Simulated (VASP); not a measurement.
These are revTPSS meta-GGA, VASP's PBE PAW potentials (set 64) (plane waves; VASP) values and carry that method's errors.

The input files of a VASP run:

### POSCAR
```
HgTe
1
    0.0000000000     3.2900975573     3.2900975573
    3.2900975573    -0.0000000000     3.2900975573
    3.2900975573     3.2900975573     0.0000000000
Hg Te
1 1
Direct
  0.0000000000   0.0000000000   0.0000000000
  0.2500000000   0.2500000000   0.2500000000
```

**KPOINTS**
```
Automatic
0
G
  9 9 9
0 0 0
```

INCAR:
```
ENCUT=520   ! plane-wave cut-off (eV)
IBRION=2   ! conjugate gradients
EDIFFG=-0.01   ! ionic stop
LMAXMIX=6   ! l cut-off of mixed one-centre charges
NSW=60
EDIFF=1E-6   ! SCF stop (eV)
NELM=100   ! most electronic steps
ISMEAR=1   ! Methfessel-Paxton
LWAVE=.FALSE.
LCHARG=.FALSE.
ALGO=Normal   ! blocked Davidson
LASPH=.TRUE.
SIGMA=0.1   ! width (eV)
LMIXTAU=.TRUE.
SYSTEM=HgTe
PREC=Accurate
ISIF=3   ! ions, shape and volume
LREAL=.FALSE.
METAGGA=RTPSS
```

POTCAR, in this order: Hg Te (PBE.64 set). Program: vasp_std.

Unless said otherwise, spin-orbit coupling is left out, though it shifts the bands of the heavy elements here.

**Question.** Predict the energy per atom (σ→0), band gap (on the k-mesh).

**Answer.** 
The energy per atom (σ→0) comes out as 29.149 eV/atom. The band gap (on the k-mesh) comes out as none (metal, semimetal or under 0.01 eV).

**OSZICAR**
```
...
DAV:  14     0.582986599932E+02   -0.22542E-03   -0.12173E-04  1040   0.946E-02    0.122E-01
DAV:  15     0.582990025992E+02    0.34261E-03   -0.91433E-05   910   0.968E-02    0.827E-02
DAV:  16     0.582985393502E+02   -0.46325E-03   -0.13591E-04   950   0.124E-01    0.203E-02
DAV:  17     0.582985338385E+02   -0.55117E-05   -0.87622E-06  1040   0.288E-02    0.552E-03
DAV:  18     0.582985283603E+02   -0.54782E-05   -0.60245E-06   980   0.183E-02    0.707E-03
DAV:  19     0.582985166828E+02   -0.11678E-04   -0.11844E-05   975   0.243E-02    0.532E-03
DAV:  20     0.582985162866E+02   -0.39627E-06   -0.51865E-07   808   0.861E-03
   1 F= 0.58298516E+02 E0= 0.58298416E+02  d E =0.582985E+02
```

The compound is HgTe in the zinc blende structure. It was relaxed first, which changed the volume by +6 %. The start is the result of an earlier pass.
